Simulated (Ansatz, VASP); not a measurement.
# WS2 (Tungstenite) in two plane-wave programs, part 2 of 2

Aim: how closely do two programs agree when they are given the same cell, functional and k mesh? The cell is taken from a series of runs on this material, whose earlier steps may have relaxed, scaled, displaced or heated it; both programs get it as it stands.

VASP 6.6.1 and Ansatz 0.2.0.

So far: Starting point; VASP: G0W0 gap, HSE06 form with 90 % exact exchange, screening 0.2078 1/A with an exact-exchange share of 0.9.

### Step 3. Ansatz: G0W0 gap, HSE06 form with 90 % exact exchange, screening 0.2078 1/A with an exact-exchange share of 0.9

Level of this step: Ansatz beside VASP: G0W0 on Kohn-Sham DFT, plane waves, HSE06 form with 90 % exact exchange, screening 0.2078 1/A (Ansatz).

Ansatz runs on its PAW soft_1 files.

The same cell, functional and mesh now go to Ansatz, which takes its cutoff from its data sets.

The input, input.yaml:

```yaml
crystal:
  lattice:
    - [3.1532, 0.0, 0.0]
    - [-1.5766, 2.7307513032, 0.0]
    - [0.0, 0.0, 12.323]
  atoms:
    - { symbol: W, position: [0.3333333333, 0.6666666667, 0.25] }
    - { symbol: W, position: [0.6666666667, 0.3333333333, 0.75] }
    - { symbol: S, position: [0.3333333333, 0.6666666667, 0.6225] }
    - { symbol: S, position: [0.6666666667, 0.3333333333, 0.1225] }
    - { symbol: S, position: [0.3333333333, 0.6666666667, 0.8775] }
    - { symbol: S, position: [0.6666666667, 0.3333333333, 0.3775] }
kpoints:
  mp_grid: { grid: [6, 6, 2] }
hamiltonian:
  xc:
    exchange: pbe
    correlation: pbe
    exx: { coeff: 0.9, omega: 0.2078 }
  pseudopotentials: { kind: paw, azcp: { folder: soft_1 } }
scf:
  occupations: { method: fixed }
gw:
  n_empty_bands: 442
  ecut_chi: 150.0
  qp_bands: [v2, c2]
  qp_kpoints: band_edges
  screening: { model: contour_deformation }
```

Command:

```
ansatz run input.yaml --threads 4 --pin off --max-ram 138240MiB --backend cuda --events-out ev --progress --plain --runs-dir out --devices 1 --max-vram 26GiB
```

Numbers of over 12 decimals in the logs are rounded to 6 here.

The program printed:

```text
GPUs: using 1 of 1 available (devices: 1).
Engine: ansatz 0.2.0, x86_64-unknown-linux-gnu
Pseudopotentials: kind: paw
Pseudopotential: W, paw, valence charge 14, recommended cutoff 420 eV (normal), soft_1/W.paw.azcp
Pseudopotential: S, paw, valence charge 6, recommended cutoff 420 eV (normal), soft_1/S.paw.azcp
Functional definition: unnamed
  parameter a_1 = 0.9
  parameter omega_1 = 0.2078/angstrom
  exchange = pbe_x + (-a_1)*pbe_x_sr(omega_1) + a_1*exact_x_sr(omega_1)
  correlation = pbe_c
davidson cushion auto → on  (no smearing: the cushion is to keep the highest requested band from converging to the state above it; pin scf.eigensolver.cushion to override)
device memory: the entry about to start is reckoned to put 1.1 GiB on a device that reports 63.7 GiB free (of which the cap on the GPU budget leaves the run 26.0 GiB)
GPU FFT provider: cuFFT
GPU libraries: cuBLAS 13.8.2, cuFFT 12.4.0, cuSOLVER 12.3.4
Crystal: 6 atoms, lattice volume = 106.108 Å³
Basis set: ecut = 420 eV, 2057 PW (Γ)
Bands: 32, of which v1, the nominal top of the filled ones, is band 26 counted from 1 (25 counted from 0)
Symmetry: 24 space group operations
Space group: P63/mmc (ITA 194), of the structure as read, at distance tolerance 4.7e-5 Å
k-points: 14 of 72
Non-local potential: W, projectors of the file, l = 0: 3, l = 1: 2, l = 2: 2, l = 3: 1
Non-local potential: S, projectors of the file, l = 0: 2, l = 1: 2, l = 2: 1
PAW form: soft (Blöchl's): semilocal exchange-correlation on the pseudo side does not see the compensation charge
PAW frozen core: W, regenerated for the run's functional, and the local potential with it (the file was generated under x = pbe(κ = 0.804, μ = 0.219515), c = pbe(β = 0.066725))
PAW frozen core: S, regenerated for the run's functional, and the local potential with it (the file was generated under x = pbe(κ = 0.804, μ = 0.219515), c = pbe(β = 0.066725))
PAW one-centre angular grid: W, 590 points (default); XC on 64 Gauss nodes
PAW one-centre angular grid: S, 110 points (default); XC on 64 Gauss nodes
Initial density: superposition of atomic densities (chi_scale 0.1, normalization cell, long waves kept (reshape's long-wave potential 0.03 eV rms))
Initial wavefunctions: pseudopotential atomic-orbital guess
GPU buffer pool allocated for 51840 grid points (all kernels)
GPU transforms: local potential and band sums: pruned to the plane-wave sphere, on 24×24×90
Functional: x = pbe(κ = 0.804, μ = 0.219515), c = pbe(β = 0.066725), warm-up for x = pbe(κ = 0.804, μ = 0.219515) + 0.9 (exact − pbe) at short range (hse, ω = 0.2078 Å⁻¹), c = pbe(β = 0.066725)
SCF iter   1: F=—  HF=-24385.857701 eV  |F-HF|=—  |Δ(HF+E_count)|=         —  Δρ=4.71e-2  dr2=2.99e0  ethr=1.00e-1  ⟨swp⟩=3.9  Hψ=1370  notcnv=0
preconditioner: auto → none  [insulator: Δε(μ)=0.912 eV  Ē_g=8.801 eV  n_scr=26 (ndim 8)  ℏωp=21.6 eV  f_vac=0.001]
SCF iter   2: F=—  HF=-24385.012408 eV  |F-HF|=—  |Δ(HF+E_count)|=   8.45e-1  Δρ=1.79e-2  dr2=3.33e-1  ethr=5.74e-3  ⟨swp⟩=3.3  Hψ=1279  notcnv=0
SCF iter   3: F=—  HF=-24385.055020 eV  |F-HF|=—  |Δ(HF+E_count)|=   4.26e-2  Δρ=1.40e-2  dr2=5.94e-1  ethr=6.41e-4  ⟨swp⟩=4.3  Hψ=1261  notcnv=0  defer=1
SCF iter   4: F=—  HF=-24384.968920 eV  |F-HF|=—  |Δ(HF+E_count)|=   8.61e-2  Δρ=7.28e-3  dr2=6.02e-2  ethr=6.41e-4  ⟨swp⟩=3.4  Hψ=1170  notcnv=0
iter 5 solved again at ethr=5.55e-6 eV; its pass at ethr=1.16e-4 eV (dr2=2.89e-3 eV) is discarded
SCF iter   5: F=—  HF=-24384.961472 eV  |F-HF|=—  |Δ(HF+E_count)|=   7.45e-3  Δρ=1.57e-3  dr2=2.64e-3  ethr=5.55e-6  ⟨swp⟩=3.1  Hψ=2086  notcnv=0
eigensolver tolerance schedule: the retry pair's looser diagonalisation over-reported the residual by 0.10 of it (diagonalisation noise at 0.10 of the residual, at the tolerance the schedule requests for it); recorded, not acted on — ethr = c·dr2/N_el stays at c = 1.0e-1
SCF iter   6: F=-24384.961313 eV  HF=-24384.961305 eV  |F-HF|=7.62e-6  |Δ(HF+E_count)|=   1.67e-4  Δρ=2.17e-4  dr2=1.75e-5  ethr=5.07e-6  ⟨swp⟩=3.0  Hψ=1086  notcnv=0
SCF 1 stopped early in 6 iterations: F = -24384.961313 eV  dr2 = 1.75e-5
  greatest PAW one-centre occupation: 0.999 electrons in one spin orbital (limit 2), on the W atom at site 1 (counted from 0), in its partial waves of l = 0
device memory: the entry about to start is reckoned to put 1.4 GiB (of the 1.5 GiB reckoned in all, the device holds 0.1 GiB already) on a device that reports 63.6 GiB free (of which the cap on the GPU budget leaves the run 25.9 GiB)
GPU FFT provider: cuFFT
GPU libraries: cuBLAS 13.8.2, cuFFT 12.4.0, cuSOLVER 12.3.4
Initial density: handed on by an earlier stage of this run
Initial wavefunctions: those handed on with the density
GPU buffer pool allocated for 51840 grid points (all kernels)
GPU transforms: local potential and band sums: pruned to the plane-wave sphere, on 24×24×90
[...]
Frozen-core exchange: fock
SCF iter   1: F=—  HF=-24400.596754 eV  |F-HF|=—  |Δ(HF+E_count)|=         —  Δρ=4.47e-5  dr2=5.51e-7  ethr=1.82e-7  ⟨swp⟩=3.1  Hψ=1044  notcnv=0
preconditioner: auto → none  [insulator: Δε(μ)=3.140 eV  Ē_g=13.674 eV  n_scr=26 (ndim 8)  ℏωp=21.6 eV  f_vac=0.015]
SCF iter   2: F=—  HF=-24400.596755 eV  |F-HF|=—  |Δ(HF+E_count)|=   6.03e-7  Δρ=2.53e-5  dr2=1.95e-7  ethr=7.45e-10  ⟨swp⟩=4.3  Hψ=1461  notcnv=0  defer=1
[...]
Exchange-term sweep: 11 of 14 (spin, k) points
Exchange-term sweep: 12 of 14 (spin, k) points
Exchange-term sweep: 13 of 14 (spin, k) points
Exchange-term sweep: 14 of 14 (spin, k) points
G₀W₀ screening: q 1/14
[... further progress lines ...]
hybrid SCF converged: 3 outer / 16 inner (+6 warm-up), last move |dexx| = 2.62e-6 eV, tail = 3.19e-7 eV
Stability not checked: this state was not tested for a lower state beside it, because the functional holds exact exchange (a hybrid, or Hartree-Fock), whose exchange loop this test does not read (fock_operator; see scf.lower_state_search)
Free energy (F): -24400.596756 eV
Frozen-core exchange: fock
Harris-Foulkes:  -24400.596756 eV  (|F-HF|=5.93e-8)
Internal energy: -24400.596756 eV  (E = F + TS)
E sigma→0 (E₀):  -24400.596756 eV
Fermi energy:    10.384519 eV
--- Per-component energies (eV) ---
  E_band       = -692.789077
  E_kinetic    = 1253.503146
  E_local      = -3345.623118  (includes V_loc(G=0)·N_el)
  E_nonlocal   = 95.227014
  E_hartree    = 1380.757424
  E_xc         = -248.538568
  E_vxc        = -219.159124  (∫ρ·V_xc dr)
  E_exx        = -455.842479  (= α·E_x^exact, valence–valence)
  E_paw        = -19783.652969  (= ΣΔE_a)
  E_vpaw       = -326.554280  (= ΣTr[D̂ρ^β])
  E_aug_tail   = 0.000301  (compensation charges beyond the density's cutoff)
  E_ewald      = -3274.764942
  E_core_change = -21.662564  (= ΣΔE_core)
  E_smearing   = -0.000000  (= −TS)
  E_closure    = -0.000000  (closes the sum)
  Σ components = -24400.596756   (vs F -24400.596756, Δ=3.64e-12)
--- Band table (eV; the first three rows and the last of 14) ---
  k-point 0: bands = [... 22 lower, 7.3815, 7.7363, 8.8213, 10.3845, 15.3458, 15.3458, 15.5345]
  k-point 1: bands = [... 22 lower, 7.3403, 7.3403, 9.8989, 9.8989, 15.4444, 15.4444, 15.4444]
  k-point 2: bands = [... 22 lower, 6.8836, 7.8288, 8.6776, 9.2817, 14.3410, 14.8735, 15.1232]
  k-point 13: bands = [... 22 lower, 5.6525, 5.6525, 9.8078, 9.8078, 13.5317, 13.5317, 15.8647]
  guard bands above this table: 3 of the run's 32 bands. The solve was not asked for them (output.publish_guard_bands: true or output.eigenvalues: true publishes all)
--- G₀W₀: contour deformation, 6 samples at zero and on the imaginary axis and 2 off it, 72 q-points, 442 empty bands' worth ---
  eigenvalues of the whole cell's RPA ε∞ on this k-mesh (on a slab, of 1 + 4πα/V) = 3.7042, 7.3276, 7.3276; static W/v taken at q = 0 is 0.145408
  bands read: the sum over 468 bands ends inside a degenerate multiplet in 1 slot, whose members it reads at an even weight; the widest, k=0: bands 468 to 469 (counted from 1) at 1/2 each
  gw.qp_kpoints: band_edges: 10 of 14 stored k-points solved, in 1 pass; an edge of the gap read off the rows below is read off those points alone
    valence top: of the k-points left out ik 6 came nearest to being solved in a further pass, in band 26 (counted from 1, as in the quasiparticle table): it holds the edge there only if its correction is more favourable than any solved in that band by at least 1.956 eV; those differ by 0.463 eV
    conduction bottom: of the k-points left out ik 4 came nearest to being solved in a further pass, in band 27 (counted from 1, as in the quasiparticle table): it holds the edge there only if its correction is more favourable than any solved in that band by at least 0.601 eV; those differ by 0.447 eV
    ik  band        ε_KS         Σx   Σc(E_QP)       V_xc       Z   E_QP_lin       E_QP  E_QP is
     0    25      8.8213   -18.3612     0.8279   -18.3619  0.8249     9.6459     9.6499  root
     0    26     10.3845   -19.5279     0.5188   -19.6372  0.8291    11.0110    11.0127  root
     0    27     15.3458   -13.3778    -3.8045   -16.5423  0.8213    14.7089    14.7059  root
     0    28     15.3458   -13.3778    -3.8045   -16.5423  0.8213    14.7089    14.7059  root
     1    25      9.8989   -19.2172     0.6766   -19.2631  0.8288    10.6190    10.6215  root
     1    26      9.8989   -19.2172     0.6766   -19.2631  0.8288    10.6190    10.6215  root
     1    27     15.4444   -13.3532    -3.9017   -16.5715  0.8228    14.7644    14.7610  root
     1    28     15.4444   -13.3532    -3.9017   -16.5715  0.8228    14.7644    14.7610  root
     2    25      8.6776   -18.8181     0.8928   -18.8329  0.8235     9.5804     9.5852  root
     2    26      9.2817   -19.1599     0.7647   -19.1984  0.8266    10.0816    10.0849  root
     2    27     14.3410   -12.5892    -3.7229   -15.7660  0.8305    13.7968    13.7949  root
     2    28     14.8735   -13.4728    -3.7927   -16.6777  0.8244    14.2880    14.2856  root
     3    25      9.1251   -19.1566     0.8370   -19.1719  0.8260     9.9734     9.9773  root
     3    26      9.1251   -19.1566     0.8370   -19.1719  0.8260     9.9734     9.9773  root
     3    27     14.7007   -12.9451    -3.7883   -16.1532  0.8275    14.1227    14.1205  root
     3    28     14.7007   -12.9451    -3.7883   -16.1532  0.8275    14.1227    14.1205  root
     8    25      8.3113   -19.2102     0.9590   -19.2058  0.8220     9.2603     9.2659  root
     8    26      8.3257   -19.2361     0.9485   -19.2537  0.8212     9.2860     9.2918  root
     8    27     13.5257   -12.2859    -3.5719   -15.4385  0.8358    13.1074    13.1064  root
     8    28     14.6697   -13.4671    -3.8783   -16.7609  0.8258    14.0874    14.0851  root
     9    25      8.3273   -19.2334     0.9526   -19.2392  0.8217     9.2800     9.2857  root
     9    26      8.3273   -19.2334     0.9526   -19.2392  0.8217     9.2800     9.2857  root
     9    27     14.0562   -12.7691    -3.6987   -15.9789  0.8323    13.5687    13.5673  root
     9    28     14.0562   -12.7691    -3.6987   -15.9789  0.8323    13.5687    13.5673  root
[...]
12    25      9.6893   -18.1792     0.3440   -18.3617  0.8315    10.2146    10.2158  root
    12    26      9.9428   -18.6105     0.2886   -18.8249  0.8313    10.4448    10.4459  root
    12    27     13.5316   -15.2962    -3.5119   -18.5714  0.8280    13.2951    13.2947  root
    12    28     13.5316   -15.2962    -3.5119   -18.5714  0.8280    13.2951    13.2947  root
    13    25      9.8078   -18.3638     0.3154   -18.5621  0.8315    10.3204    10.3215  root
    13    26      9.8078   -18.3638     0.3154   -18.5621  0.8315    10.3204    10.3215  root
    13    27     13.5317   -15.2990    -3.5119   -18.5741  0.8280    13.2953    13.2949  root
    13    28     13.5317   -15.2990    -3.5119   -18.5741  0.8280    13.2953    13.2949  root
```

Reading the cycles: dr2 is the Hartree energy of the density residual (eV), the measure of convergence; HF is the Harris–Foulkes estimate of the energy, which meets the free energy F at convergence.

### Step 4. Side by side

Known differences besides the potentials themselves: exact exchange at q = 0 is treated differently, which shows on coarse meshes; VASP keeps PBE cores, Ansatz makes them for the functional; fixed occupations in Ansatz, narrow Gaussian smearing in VASP; the cutoff is 420 eV in Ansatz and 340 eV in VASP; Ansatz integrates over frequency by contour deformation, VASP on a grid of NOMEGA points; Ansatz's G0W0 levels solve the quasiparticle equation, VASP's are linearised. Total energies have different zeros and are not compared.

Compared:

| quantity | Ansatz | VASP | difference |
| --- | --- | --- | --- |
| G0W0 gap on the mesh (eV) | 2.09 | 2.17 | -0.08 |
| Kohn-Sham gap under it (eV) | 3.14 | 3.15 | -0.01 |

### Step 5. Results

```yaml
difference_in_g0w0_gap_on_the_mesh_g0w0_gap_hse06_form_with_90_exact_exchange_screening_0p2078_1_a_with_an_exact_exchange_share_of_0p9: -0.078 eV
```

What this shows: The difference in G0W0 gap on the mesh is -0.078 eV (G0W0 gap, HSE06 form with 90 % exact exchange, screening 0.2078 1/A with an exact-exchange share of 0.9). How closely two codes agree says nothing of how well the functional describes the real material.

[Lines on the potential files, build, host, timing and source positions are cut from VASP's logs without a mark.]

[Logs are printed without paths, hosts, clocks, repeated set-up lines and the standing remarks that a program may print on its own settings, such as how far it seeks lower states.]

[Hosts, paths, dates, database ids (printed as entryN), source tags and the programs' standing remarks are cut or masked in the printed files.]
